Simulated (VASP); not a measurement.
Computed with rev-vdW-DF2, VASP's PBE PAW potentials (set 64) (plane waves; VASP 6.6.1).

VASP ran on this input.

INCAR:
```
SYSTEM = MnO2
PREC = Accurate
ENCUT = 520
EDIFF = 1E-6
NELM = 100
ALGO = Normal
LREAL = .FALSE.
LASPH = .TRUE.
ISMEAR = 1
SIGMA = 0.1
GGA = MK
PARAM1 = 0.1234568
PARAM2 = 0.7114
ZAB_VDW = -1.8867
LUSE_VDW = .TRUE.
AGGAC = 0.0
LMAXMIX = 4
ISPIN = 2
MAGMOM = 3.0 -3.0 0.0 0.0 0.0 0.0
LORBIT = 10
LWAVE = .FALSE.
LCHARG = .FALSE.
IBRION = 2
ISIF = 3
NSW = 60
EDIFFG = -0.02
```

POSCAR:
```
MnO2
1.0
  4.3702201021   0.0000000000   0.0000000000
  0.0000000000   4.3702201021   0.0000000000
  0.0000000000   0.0000000000   2.8377850820
Mn O
2 4
direct
  0.0000000000   0.0000000000   0.0000000000
  0.5000000000   0.5000000000   0.5000000000
  0.3033582004   0.3033582004   0.0000000000
  0.8033582004   0.1966417996   0.5000000000
  0.1966417996   0.8033582004   0.5000000000
  0.6966417996   0.6966417996   1.0000000000
```

KPOINTS:
```
Automatic mesh
0
Gamma
6 6 10
0 0 0
```

POTCAR, in this order: Mn_pv O (PBE.64 set). Program: vasp_std.

What VASP printed:

File OUTCAR:
```
 ion  position               nearest neighbor table
   1  0.000  0.000  0.000-   4 1.87   5 1.87   4 1.87   5 1.87   3 1.87   6 1.87
   2  0.500  0.500  0.500-   3 1.87   6 1.87   3 1.87   6 1.87   5 1.87   4 1.87
   3  0.303  0.303  0.000-   2 1.87   2 1.87   1 1.87
   4  0.803  0.197  0.500-   1 1.87   1 1.87   2 1.87
   5  0.197  0.803  0.500-   1 1.87   1 1.87   2 1.87
   6  0.697  0.697  0.000-   2 1.87   2 1.87   1 1.87
  LATTYP: Found a simple tetragonal cell.
 ALAT       =     4.3702201021
 C/A-ratio  =     0.6493460319
 Subroutine PRICEL returns:
 Original cell was already a primitive cell.
 Subroutine GETGRP returns: Found 16 space group operations
The static configuration has the point symmetry D_2h.
 The point group associated with its full space group is D_4h.
The dynamic configuration has the point symmetry D_2h.
The overall configuration has the point symmetry D_2h.
 Subroutine INISYM returns: Found 16 space group operations
 Subroutine IBZKPT returns following result:
 Found     60 irreducible k-points:

 Following reciprocal coordinates:
            Coordinates               Weight
  0.000000  0.000000  0.000000      1.000000
  0.166667  0.000000  0.000000      4.000000
  0.333333  0.000000  0.000000      4.000000
  0.500000  0.000000  0.000000      2.000000
  0.166667  0.166667  0.000000      4.000000
  0.333333  0.166667  0.000000      8.000000
  0.500000  0.166667  0.000000      4.000000
  0.333333  0.333333  0.000000      4.000000
  0.500000  0.333333  0.000000      4.000000
  0.500000  0.500000  0.000000      1.000000
  0.000000  0.000000  0.100000      2.000000
  0.166667  0.000000  0.100000      8.000000
  0.333333  0.000000  0.100000      8.000000
  0.500000  0.000000  0.100000      4.000000
  0.166667  0.166667  0.100000      8.000000
  0.333333  0.166667  0.100000     16.000000
  0.500000  0.166667  0.100000      8.000000
  0.333333  0.333333  0.100000      8.000000
  0.500000  0.333333  0.100000      8.000000
  0.500000  0.500000  0.100000      2.000000
  0.000000  0.000000  0.200000      2.000000
  0.166667  0.000000  0.200000      8.000000
  0.333333  0.000000  0.200000      8.000000
  0.500000  0.000000  0.200000      4.000000
  0.166667  0.166667  0.200000      8.000000
  0.333333  0.166667  0.200000     16.000000
  0.500000  0.166667  0.200000      8.000000
  0.333333  0.333333  0.200000      8.000000
  0.500000  0.333333  0.200000      8.000000
  0.500000  0.500000  0.200000      2.000000
  0.000000  0.000000  0.300000      2.000000
  0.166667  0.000000  0.300000      8.000000
  0.333333  0.000000  0.300000      8.000000
  0.500000  0.000000  0.300000      4.000000
  0.166667  0.166667  0.300000      8.000000
  0.333333  0.166667  0.300000     16.000000
  0.500000  0.166667  0.300000      8.000000
  0.333333  0.333333  0.300000      8.000000
  0.500000  0.333333  0.300000      8.000000
  0.500000  0.500000  0.300000      2.000000
   k-points           NKPTS =     60   k-points in BZ     NKDIM =     60   number of bands    NBANDS=     30
   number of dos      NEDOS =    301   number of ions     NIONS =      6
   total plane-waves  NPLWV =  31104
   dimension x,y,z NGX =    36 NGY =   36 NGZ =   24
   dimension x,y,z NGXF=    72 NGYF=   72 NGZF=   48
   ions per type =               2   4
   PREC   = accura    normal or accurate (medium, high low for compatibility)
   ISTART =      0    job   : 0-new  1-cont  2-samecut
   ICHARG =      2    charge: 1-file 2-atom 10-const
   ISPIN  =      2    spin polarized calculation?
   LNONCOLLINEAR =      F non collinear calculations
   LSORBIT =      F    spin-orbit coupling
...
```

### OSZICAR
```
       N       E                     dE             d eps       ncg     rms          rms(c)
DAV:   1     0.665127367968E+03    0.66513E+03   -0.28762E+04  7336   0.203E+03
DAV:   2     0.318879099455E+02   -0.63324E+03   -0.59659E+03  7728   0.575E+02
DAV:   3    -0.498405133951E+02   -0.81728E+02   -0.79523E+02  9166   0.194E+02
DAV:   4    -0.531782444769E+02   -0.33377E+01   -0.29607E+01  8276   0.344E+01
DAV:   5    -0.532446242200E+02   -0.66380E-01   -0.66368E-01  7480   0.539E+00    0.459E+01
DAV:   6    -0.482416789214E+02    0.50029E+01   -0.16678E+02  9186   0.121E+02    0.532E+01
DAV:   7    -0.396235148084E+02    0.86182E+01   -0.12268E+02  9346   0.124E+02    0.208E+01
DAV:   8    -0.375740013311E+02    0.20495E+01   -0.87173E+00  7626   0.289E+01    0.852E+00
DAV:   9    -0.371638080432E+02    0.41019E+00   -0.20621E+00  9704   0.148E+01    0.302E+00
DAV:  10    -0.371792164475E+02   -0.15408E-01   -0.19829E-01  7548   0.361E+00    0.162E+00
DAV:  11    -0.371740515399E+02    0.51649E-02   -0.26850E-02  7716   0.173E+00    0.474E-01
DAV:  12    -0.371737636758E+02    0.28786E-03   -0.46909E-03  8764   0.949E-01    0.191E-01
DAV:  13    -0.371737953618E+02   -0.31686E-04   -0.26933E-04  8130   0.140E-01    0.729E-02
DAV:  14    -0.371737668817E+02    0.28480E-04   -0.12333E-04  8198   0.118E-01    0.292E-02
DAV:  15    -0.371737683909E+02   -0.15092E-05   -0.70820E-05  7412   0.109E-01    0.245E-02
DAV:  16    -0.371737641033E+02    0.42876E-05   -0.15930E-05  7498   0.554E-02    0.702E-03
DAV:  17    -0.371737642428E+02   -0.13946E-06   -0.15853E-06  5006   0.169E-02
   1 F= -.37173764E+02 E0= -.37174126E+02  d E =-.371738E+02  mag=     0.0000
       N       E                     dE             d eps       ncg     rms          rms(c)
DAV:   1    -0.381263552423E+02   -0.95259E+00   -0.17165E+01  7200   0.501E+01    0.993E+00
DAV:   2    -0.384956554631E+02   -0.36930E+00   -0.13124E+01  8480   0.481E+01    0.127E+01
DAV:   3    -0.371970486728E+02    0.12986E+01   -0.32929E+00  8822   0.221E+01    0.248E+00
DAV:   4    -0.372074013451E+02   -0.10353E-01   -0.82795E-01  7348   0.654E+00    0.238E+00
DAV:   5    -0.371713223087E+02    0.36079E-01   -0.11895E-01  8512   0.454E+00    0.771E-01
DAV:   6    -0.371700573835E+02    0.12649E-02   -0.51451E-02  7420   0.155E+00    0.492E-01
DAV:   7    -0.371681732078E+02    0.18842E-02   -0.62519E-03  8366   0.839E-01    0.123E-01
DAV:   8    -0.371680997552E+02    0.73453E-04   -0.18760E-03  7278   0.265E-01    0.518E-02
DAV:   9    -0.371680962778E+02    0.34774E-05   -0.88524E-05  8064   0.104E-01    0.258E-02
DAV:  10    -0.371680938227E+02    0.24552E-05   -0.21230E-05  7404   0.337E-02    0.570E-03
DAV:  11    -0.371680913397E+02    0.24830E-05   -0.35764E-07  3774   0.662E-03    0.334E-03
DAV:  12    -0.371680921779E+02   -0.83820E-06   -0.42338E-07  3600   0.473E-03
   2 F= -.37168092E+02 E0= -.37168237E+02  d E =0.567206E-02  mag=     0.0000
       N       E                     dE             d eps       ncg     rms          rms(c)
DAV:   1    -0.374493565621E+02   -0.28127E+00   -0.49565E+00  7200   0.265E+01    0.507E+00
DAV:   2    -0.373728702659E+02    0.76486E-01   -0.19928E+00  8520   0.190E+01    0.540E+00
DAV:   3    -0.372006886882E+02    0.17218E+00   -0.83402E-01  9030   0.118E+01    0.147E+00
DAV:   4    -0.371891511420E+02    0.11538E-01   -0.14381E-01  7200   0.344E+00    0.544E-01
DAV:   5    -0.371884265818E+02    0.72456E-03   -0.65595E-03  7776   0.605E-01    0.273E-01
DAV:   6    -0.371880941576E+02    0.33242E-03   -0.10537E-03  7500   0.300E-01    0.141E-01
DAV:   7    -0.371879971730E+02    0.96985E-04   -0.25843E-04 10090   0.184E-01    0.371E-02
DAV:   8    -0.371880065009E+02   -0.93279E-05   -0.29341E-05  8110   0.500E-02    0.191E-02
DAV:   9    -0.371880057197E+02    0.78117E-06   -0.14181E-05  7418   0.250E-02    0.993E-03
DAV:  10    -0.371880042316E+02    0.14881E-05   -0.24939E-06  4936   0.111E-02    0.283E-03
DAV:  11    -0.371880043653E+02   -0.13373E-06   -0.47059E-07  3600   0.524E-03
   3 F= -.37188004E+02 E0= -.37188257E+02  d E =-.142401E-01  mag=     0.0000
       N       E                     dE             d eps       ncg     rms          rms(c)
DAV:   1    -0.371880748773E+02   -0.70646E-04   -0.13960E-03  7200   0.449E-01    0.863E-02
DAV:   2    -0.371880563907E+02    0.18487E-04   -0.62466E-04  8536   0.346E-01    0.953E-02
DAV:   3    -0.371880071652E+02    0.49226E-04   -0.22572E-04  8990   0.199E-01    0.221E-02
DAV:   4    -0.371879996316E+02    0.75335E-05   -0.38821E-05  7200   0.451E-02    0.102E-02
DAV:   5    -0.371880016508E+02   -0.20192E-05   -0.15323E-06  4204   0.114E-02    0.473E-03
DAV:   6    -0.371880019887E+02   -0.33793E-06   -0.14816E-06  3600   0.958E-03
   4 F= -.37188002E+02 E0= -.37188257E+02  d E =-.142377E-01  mag=    -0.0000
       N       E                     dE             d eps       ncg     rms          rms(c)
DAV:   1    -0.371898116370E+02   -0.18100E-02   -0.20783E-01  7200   0.347E+00    0.397E-01
DAV:   2    -0.371896967483E+02    0.11489E-03   -0.17057E-02  8738   0.165E+00    0.440E-01
DAV:   3    -0.371885984047E+02    0.10983E-02   -0.41892E-03  9228   0.879E-01    0.131E-01
DAV:   4    -0.371884208592E+02    0.17755E-03   -0.90993E-04  8086   0.235E-01    0.525E-02
DAV:   5    -0.371883974659E+02    0.23393E-04   -0.10179E-04  7972   0.751E-02    0.305E-02
DAV:   6    -0.371883991140E+02   -0.16481E-05   -0.12054E-05  7738   0.435E-02    0.135E-02
DAV:   7    -0.371884009565E+02   -0.18425E-05   -0.12924E-06  4608   0.102E-02    0.632E-03
DAV:   8    -0.371883991213E+02    0.18351E-05   -0.33884E-07  3600   0.595E-03    0.267E-03
DAV:   9    -0.371883993925E+02   -0.27116E-06   -0.13990E-07  3600   0.312E-03
   5 F= -.37188399E+02 E0= -.37188653E+02  d E =-.397404E-03  mag=     0.0000
```

**OUTCAR**
```
------------------------ aborting loop because EDIFF is reached ----------------------------------------
  FORCE on cell =-STRESS in cart. coord.  units (eV):
  Direction    XX          YY          ZZ          XY          YZ          ZX
  --------------------------------------------------------------------------------------
  Total        0.0056290      0.0056290      0.0340342     -0.0000000      0.0000000      0.0000000
  in kB        0.1633772      0.1633772      0.9878089     -0.0000000      0.0000000      0.0000000
  external PRESSURE =       0.4381877 kB  Pullay stress =       0.0000000 kB
  volume of cell :       55.20
      direct lattice vectors                 reciprocal lattice vectors
     4.399400325 -0.000000000  0.000000000     0.227303706  0.000000000  0.000000000
    -0.000000000  4.399400325  0.000000000     0.000000000  0.227303706  0.000000000
     0.000000000  0.000000000  2.852106672     0.000000000  0.000000000  0.350618022
 POSITION                                       TOTAL-FORCE (eV/Angst)
 -----------------------------------------------------------------------------------
      0.00000     -0.00000      2.85211         0.000000      0.000000      0.000000
      2.19970      2.19970      1.42605         0.000000      0.000000      0.000000
      1.33530      1.33530      0.00000        -0.011947     -0.011947      0.000000
      3.53500      0.86440      1.42605        -0.011947      0.011947      0.000000
      0.86440      3.53500      1.42605         0.011947     -0.011947      0.000000
      3.06410      3.06410      0.00000         0.011947      0.011947     -0.000000
 -----------------------------------------------------------------------------------
    total drift:                                0.000000      0.000000      0.000000
  FREE ENERGIE OF THE ION-ELECTRON SYSTEM (eV)
  ---------------------------------------------------
  free  energy   TOTEN  =       -37.1883993925 eV

  energy  without entropy=      -37.1891591425  energy(sigma->0) =      -37.18865264

 total charge

# of ion       s       p       d       tot
------------------------------------------
    1        0.354   6.472   4.939  11.765
    2        0.354   6.472   4.939  11.765
    3        1.564   3.454   0.000   5.018
    4        1.564   3.454   0.000   5.018
    5        1.564   3.454   0.000   5.018
    6        1.564   3.454   0.000   5.018
--------------------------------------------------
tot          6.965  26.760   9.878  43.603

 magnetization (x)

# of ion       s       p       d       tot
------------------------------------------
    1        0.011   0.018   2.406   2.435
    2       -0.011  -0.018  -2.406  -2.435
    3       -0.001  -0.047   0.000  -0.048
    4        0.001   0.047   0.000   0.048
    5        0.001   0.047   0.000   0.048
    6       -0.001  -0.047   0.000  -0.048
--------------------------------------------------
tot          0.000   0.000  -0.000  -0.000

 reached required accuracy - stopping structural energy minimisation
```
(Selected blocks of OUTCAR.)

CONTCAR:
```
MnO2
   1.00000000000000
     4.3994003251493572   -0.0000000000000000    0.0000000000000000
    -0.0000000000000000    4.3994003251493572    0.0000000000000000
     0.0000000000000000    0.0000000000000000    2.8521066723517228
  Mn              O
     2     4
Direct
     0.0000000000000000    0.0000000000000000    1.0000000000000000
     0.5000000000000000    0.5000000000000000    0.5000000000000000
     0.3035189134355949    0.3035189134355949    0.0000000000000000
     0.8035189134355948    0.1964810865644051    0.5000000000000000
     0.1964810865644051    0.8035189134355948    0.5000000000000000
     0.6964810865644052    0.6964810865644052    0.0000000000000000
```

The compound is MnO2 in the rutile structure. This run relaxes it. Symmetry was kept, so distortions that lower it aren't found. The start is the result of an earlier pass.
